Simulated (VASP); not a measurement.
## TiSe under strain

Aim: follow the pressure of TiSe through compression, expansion and shear. All runs use PBEsol. Left out of this account: 1 further run (self-consistent run: a reference on another mesh). The start is a cell from a database of measured crystal structures.

Calculated with VASP 6.6.1; PBEsol, no spin polarisation; plane waves and PAW (Ti_sv, Se).

## Step 1: Set-up

Symmetry: P6_3/mmc, No. 194, hexagonal system. Conventional cell: a = 3.559 Å, b = 3.559 Å, c = 6.220 Å, α = 90.00°, β = 90.00°, γ = 120.00°. Nearest to Ti lie 6 Se at 2.58 Å. Nearest to Se lie 6 Ti at 2.58 Å. Farther neighbours and most contacts between anions are not listed.

As a file:

```
Ti Se
1.0
     3.55900    0.00000    0.00000
    -1.77950    3.08218    0.00000
     0.00000    0.00000    6.22000
Ti Se
2 2
Cartesian
  0.0000 0.0000 0.0000
  0.0000 0.0000 3.1100
  0.0000 2.0548 1.5550
  1.7795 1.0274 4.6650
```

## Step 2: Bands, cell as listed

Levels along the symmetry lines show where the bands peak and cross; KPOINTS_OPT computes them in the converged potential. PBEsol restores the gradient expansion of exchange and is tuned for the cells of solids.

Contents of INCAR:

```
SYSTEM = TiSe
PREC = Accurate
ENCUT = 400
EDIFF = 1E-06
NELM = 100
ISMEAR = -1
SIGMA = 0.05
LREAL = .FALSE.
ALGO = Normal
GGA = PS
NBANDS = 32
LASPH = .TRUE.
LORBIT = 11
LWAVE = .FALSE.
LCHARG = .FALSE.
KPAR = 4
```

Contents of POSCAR:

```
TiSe
1.0
    3.5590000000      0.0000000000      0.0000000000
   -1.7795000000      3.0821844121      0.0000000000
    0.0000000000      0.0000000000      6.2200000000
Ti Se
2 2
Direct
    0.0000000000      0.0000000000      0.0000000000
    0.0000000000      0.0000000000      0.5000000000
    0.3333333333      0.6666666667      0.2500000000
    0.6666666667      0.3333333333      0.7500000000
```

Contents of KPOINTS:

```
Automatic mesh
0
Gamma
10 10 5
0 0 0
```

Contents of KPOINTS_OPT:

```
Line mode
16
Line-mode
Reciprocal
  0.00000000   0.00000000   0.00000000 GAMMA
  0.50000000   0.00000000   0.00000000 M

  0.50000000   0.00000000   0.00000000 M
  0.33333333   0.33333333   0.00000000 K

  0.33333333   0.33333333   0.00000000 K
  0.00000000   0.00000000   0.00000000 GAMMA

  0.00000000   0.00000000   0.00000000 GAMMA
  0.00000000   0.00000000   0.50000000 A

  0.00000000   0.00000000   0.50000000 A
  0.50000000   0.00000000   0.50000000 L

  0.50000000   0.00000000   0.50000000 L
  0.33333333   0.33333333   0.50000000 H

  0.33333333   0.33333333   0.50000000 H
  0.00000000   0.00000000   0.50000000 A

  0.50000000   0.00000000   0.50000000 L
  0.50000000   0.00000000   0.00000000 M

  0.33333333   0.33333333   0.00000000 K
  0.33333333   0.33333333   0.50000000 H
```

The projector-augmented-wave data sets are Ti_sv and Se (PBE family, release 64).

Started as:

```console
mpirun -np 4 vasp_std
```

What it wrote:

```text
[banner, memory and clock lines left out]
running    4 mpi-ranks, on    1 nodes
 distrk:  each k-point on    1 cores,    4 groups
 distr:  one band on    1 cores,    1 groups

 POSCAR found type information on POSCAR TiSe
 POSCAR found :  2 types and       4 ions
|                                                                             |
|               ----> ADVICE to this user running VASP <----                  |
|                                                                             |
|     You enforced a specific xc type in the INCAR file but a different       |
|     [... a line on the potential file left out ...]
|     I HOPE YOU KNOW WHAT YOU ARE DOING!                                     |
|                                                                             |

 LDA part: xc-table for (Slater+PW92), standard interpolation
 POSCAR, INCAR and KPOINTS ok, starting setup
 FFT: planning ... GRIDC
 FFT: planning ... GRID_SOFT
 FFT: planning ... GRID
 WAVECAR not read
 entering main loop
       N       E                     dE             d eps       ncg     rms          rms(c)
DAV:   1     0.364386372047E+03    0.36439E+03   -0.14234E+04  2696   0.103E+03
DAV:   2     0.534346378051E+01   -0.35904E+03   -0.34195E+03  2808   0.345E+02
DAV:   3    -0.295528068764E+02   -0.34896E+02   -0.34162E+02  3984   0.102E+02
DAV:   4    -0.317115672289E+02   -0.21588E+01   -0.21341E+01  3768   0.210E+01
DAV:   5    -0.317681924689E+02   -0.56625E-01   -0.56620E-01  3456   0.297E+00    0.152E+01
DAV:   6    -0.290367350578E+02    0.27315E+01   -0.84415E+00  3384   0.274E+01    0.410E+00
DAV:   7    -0.289602156574E+02    0.76519E-01   -0.84810E-01  3184   0.828E+00    0.334E+00
DAV:   8    -0.289419501434E+02    0.18266E-01   -0.11231E-01  3520   0.226E+00    0.104E+00
DAV:   9    -0.289372935117E+02    0.46566E-02   -0.16892E-02  3160   0.116E+00    0.330E-01
DAV:  10    -0.289375879649E+02   -0.29445E-03   -0.97459E-04  3840   0.202E-01    0.989E-02
DAV:  11    -0.289375446198E+02    0.43345E-04   -0.26162E-04  3520   0.887E-02    0.327E-02
DAV:  12    -0.289375461583E+02   -0.15384E-05   -0.97595E-06  3224   0.203E-02    0.103E-02
DAV:  13    -0.289375464743E+02   -0.31600E-06   -0.96332E-07  2424   0.926E-03
   1 F= -.28937546E+02 E0= -.28920026E+02  d E =-.350400E-01
 Start KPOINTS_OPT (optional k-point list driver)
k-point batch [1-42\144]
       N       E                     dE             ncg
DAV:   1    -0.185784352871E+04   -0.38754E+05     2688
DAV:   2    -0.168626688207E+05   -0.15005E+05     2808
DAV:   3    -0.183266577613E+05   -0.14640E+04     3960
DAV:   4    -0.184164733615E+05   -0.89816E+02     3688
DAV:   5    -0.184190300323E+05   -0.25567E+01     3392
DAV:   6    -0.184190643843E+05   -0.34352E-01     3448
DAV:   7    -0.184190658740E+05   -0.14897E-02     3456
DAV:   8    -0.184190658800E+05   -0.59717E-05     2736
DAV:   9    -0.184190658802E+05   -0.19151E-06     2112
[...]
k-point batch [127-144\144]
       N       E                     dE             ncg
DAV:   1     0.202229650052E+05   -0.22656E+05     1152
DAV:   2     0.138733766601E+05   -0.63496E+04     1224
DAV:   3     0.132643763710E+05   -0.60900E+03     1712
DAV:   4     0.132313106239E+05   -0.33066E+02     1584
DAV:   5     0.132303523775E+05   -0.95825E+00     1448
DAV:   6     0.132303377837E+05   -0.14594E-01     1440
DAV:   7     0.132303372091E+05   -0.57459E-03     1480
DAV:   8     0.132303372068E+05   -0.23253E-05     1304
DAV:   9     0.132303372067E+05   -0.64218E-07      912
```

It took 25 s on 4 MPI ranks of Intel Xeon 6975P-C (Granite Rapids), shared host; peak memory 0.87 GiB.

Lines that name or quote the potential files are left out of all logs, and their timing lines are given in words.

Parts of OUTCAR (step 2):

```text
ion  position               nearest neighbor table
   1  0.000  0.000  0.000-   3 2.58   4 2.58   4 2.58   3 2.58   4 2.58   3 2.58
   2  0.000  0.000  0.500-   3 2.58   4 2.58   4 2.58   3 2.58   4 2.58   3 2.58
   3  0.333  0.667  0.250-   1 2.58   2 2.58   1 2.58   2 2.58   1 2.58   2 2.58
   4  0.667  0.333  0.750-   1 2.58   2 2.58   1 2.58   2 2.58   1 2.58   2 2.58

  LATTYP: Found a hexagonal cell.
 ALAT       =     3.5590000000
 C/A-ratio  =     1.7476819331

 Subroutine GETGRP returns: Found 24 space group operations
 (whereof 12 operations were pure point group operations)

The static configuration has the point symmetry D_3d.
 The point group associated with its full space group is D_6h.

 Found     42 irreducible k-points:

   k-points           NKPTS =     42   k-points in BZ     NKDIM =     42   number of bands    NBANDS=     32

   dimension x,y,z NGX =    24 NGY =   24 NGZ =   42
   dimension x,y,z NGXF=    48 NGYF=   48 NGZF=   84

   ENCUT  =  400.0 eV  29.40 Ry    5.42 a.u.   5.80  5.80 10.14*2*pi/ulx,y,z

   NELECT =      36.0000    total number of electrons

 k-points in reciprocal lattice and weights: Automatic mesh
   0.00000000  0.00000000  0.00000000       0.002
   0.10000000 -0.00000000  0.00000000       0.012
   0.20000000 -0.00000000  0.00000000       0.012
   0.30000000  0.00000000  0.00000000       0.012
   0.40000000  0.00000000  0.00000000       0.012
   0.50000000 -0.00000000  0.00000000       0.006
   0.10000000  0.10000000  0.00000000       0.012
   0.20000000  0.10000000  0.00000000       0.024
   0.30000000  0.10000000  0.00000000       0.024
[...]
0.40000000  0.20000000  0.40000000       0.024
   0.30000000  0.30000000  0.40000000       0.024

 average (electrostatic) potential at core
       1 -72.4064       2 -72.4064       3 -50.7153       4 -50.7153

 E-fermi :   8.6952

 k-point     1 :       0.0000    0.0000    0.0000
  band No.  band energies     occupation
    ...
     17       7.0552      2.00000
     18       8.2466      1.99975
     19       8.2466      1.99975
     20       8.2712      1.99959
     21       8.2712      1.99959
     22       9.8832      0.00000
     23       9.8832      0.00000
     24      11.0592      0.00000
     25      11.9566      0.00000
     26      12.0580      0.00000
    ...

 k-point     2 :       0.1000   -0.0000    0.0000
  band No.  band energies     occupation
    ...
     17       7.0125      2.00000
     18       8.3812      1.99626
     19       8.5141      1.94800
     20       8.6743      1.20609
     21       8.7473      0.52169
     22       9.8644      0.00000
     23       9.9638      0.00000
     24      11.0540      0.00000
     25      11.7934      0.00000
     26      12.4752      0.00000
    ...

 k-point     3 :       0.2000   -0.0000    0.0000
  band No.  band energies     occupation
    ...
     14       4.4934      2.00000
     15       5.2175      2.00000
     16       5.9654      2.00000
     17       7.0376      2.00000
     18       8.6855      1.09724
     19       8.8358      0.11340
     20       8.9594      0.01010
     21       9.4120      0.00000
     22       9.8250      0.00000
     23      10.5132      0.00000
    ...

  Total       -1.6115226     -1.6115226      2.4300221     -0.0000000      0.0000000      0.0000000
  in kB      -37.8416430    -37.8416430     57.0615837     -0.0000000      0.0000000      0.0000000
  external PRESSURE =      -6.2072341 kB  Pullay stress =       0.0000000 kB

  energy-cutoff  :      400.00
  volume of cell :       68.23
      direct lattice vectors                 reciprocal lattice vectors
     3.559000000  0.000000000  0.000000000     0.280977803  0.162222610  0.000000000
    -1.779500000  3.082184412  0.000000000     0.000000000  0.324445220  0.000000000
     0.000000000  0.000000000  6.220000000     0.000000000  0.000000000  0.160771704

 POSITION                                       TOTAL-FORCE (eV/Angst)
 -----------------------------------------------------------------------------------
      0.00000      0.00000      0.00000         0.000000      0.000000     -0.000000
      0.00000      0.00000      3.11000         0.000000      0.000000     -0.000000
     -0.00000      2.05479      1.55500        -0.000000      0.000000      0.000000
      1.77950      1.02739      4.66500         0.000000      0.000000     -0.000000
 -----------------------------------------------------------------------------------
    total drift:                               -0.000000      0.000000      0.000000

  FREE ENERGIE OF THE ION-ELECTRON SYSTEM (eV)
  ---------------------------------------------------
  free  energy   TOTEN  =       -28.9375464743 eV

  energy  without entropy=      -28.9025065113  energy(sigma->0) =      -28.92002649

 total charge
# of ion       s       p       d       tot
------------------------------------------
    1        2.147   6.115   2.044  10.306
    2        2.147   6.115   2.044  10.306
    3        1.429   2.461   0.087   3.977
    4        1.429   2.461   0.087   3.977
--------------------------------------------------
tot          7.152  17.151   4.263  28.566

[... 3 further parts left out ...]
```

This run has no spin polarisation, although Ti can carry a moment. Spin-orbit coupling is off here; it would split degenerate levels. The PAW data sets were made with PBE, which is usual practice but a small mismatch for other functionals.

This step gave:

| Quantity | Value |
| --- | --- |
| SCF cycles | 13 |
| electrons | 36 |
| bands | 32 |
| irreducible k-points | 42 |
| symmetry operations | 24 |
| free energy (TOTEN) | -28.94 eV |
| energy at zero smearing | -28.92 eV |
| Fermi energy | 8.695 eV |
| pressure | -0.6207 GPa |
| metallic | yes |

Electronic bands along the path, in eV, zero at the Fermi level; # counts the bands kept, so #1 is VASP's band 11:

```
          point     #5     #6     #7     #8     #9    #10    #11   #12
              Γ  -1.89  -1.64  -1.64  -0.45  -0.45  -0.42  -0.42  1.19
0.47 of the way  -3.71  -2.90  -1.67   0.12   0.24   0.28   0.87  1.12
              M  -4.46  -3.36  -2.04  -0.28   0.69   1.11   1.30  1.43
0.47 of the way  -4.72  -4.47  -0.94  -0.10   0.70   0.87   1.08  1.50
              K  -4.94  -4.51   0.15   0.36   0.36   0.52   0.52  1.49
0.47 of the way  -4.16  -3.83  -1.21   0.21   0.47   0.66   0.97  1.03
              Γ  -1.89  -1.64  -1.64  -0.45  -0.45  -0.42  -0.42  1.19
0.53 of the way  -2.52  -2.52  -0.88  -0.27  -0.27   0.31   0.31  1.27
              A  -3.38  -3.38   0.11   0.11   0.11   0.11   0.13  0.13
0.47 of the way  -3.64  -3.64  -0.69  -0.69   0.30   0.30   0.98  0.98
              L  -3.98  -3.98  -1.05  -1.05   1.23   1.23   1.45  1.45
0.47 of the way  -4.56  -4.56  -0.69  -0.69   1.10   1.10   1.23  1.23
              H  -4.65  -4.65  -0.29  -0.29   0.80   0.80   1.47  1.47
0.47 of the way  -4.09  -4.09  -0.58  -0.58   0.12   0.12   1.38  1.38
              A  -3.38  -3.38   0.11   0.11   0.11   0.11   0.13  0.13
      jump to L  -3.98  -3.98  -1.05  -1.05   1.23   1.23   1.45  1.45
0.47 of the way  -4.31  -3.59  -1.71  -0.49   1.07   1.15   1.35  1.42
              M  -4.46  -3.36  -2.04  -0.28   0.69   1.11   1.30  1.43
      jump to K  -4.94  -4.51   0.15   0.36   0.36   0.52   0.52  1.49
0.53 of the way  -4.77  -4.77  -0.09  -0.09   0.36   1.01   1.01  1.28
              H  -4.65  -4.65  -0.29  -0.29   0.80   0.80   1.47  1.47
```

Of the projections kept (Ti, Se), the largest for each band there; the rest of the weight can lie on other orbitals:

```csv
point,#5,#6,#7,#8,#9,#10,#11,#12
Γ,Ti 0.95,Se 0.96,Se 0.96,Ti 0.95,Ti 0.95,Ti 0.94,Ti 0.94,Ti 0.99
M,Se 0.59,Se 0.90,Ti 0.92,Ti 0.92,Ti 0.96,Ti 0.99,Ti 0.95,Ti 1.00
K,Se 0.70,Se 0.82,Ti 0.92,Ti 0.96,Ti 0.96,Ti 0.91,Ti 0.91,Ti 0.96
Γ,Ti 0.95,Se 0.96,Se 0.96,Ti 0.95,Ti 0.95,Ti 0.94,Ti 0.94,Ti 0.99
A,Se 0.61,Se 0.61,Ti 0.96,Ti 0.96,Ti 0.96,Ti 0.96,Ti 0.84,Ti 0.84
L,Se 0.68,Se 0.68,Ti 0.91,Ti 0.91,Ti 0.99,Ti 0.99,Ti 0.96,Ti 0.96
```

There is no gap at this level.

(Part 1 of 4 ends here.)

[Lines on the potential files, build, host, timing and source positions are cut from VASP's logs without a mark.]

[Logs are printed without paths, hosts, clocks, repeated set-up lines and the standing remarks that a program may print on its own settings, such as how far it seeks lower states.]

[Hosts, paths, dates, database ids (printed as entryN), source tags and the programs' standing remarks are cut or masked in the printed files.]

[A measured line is paired with the nearest computed mode of its activity, which favours agreement.]
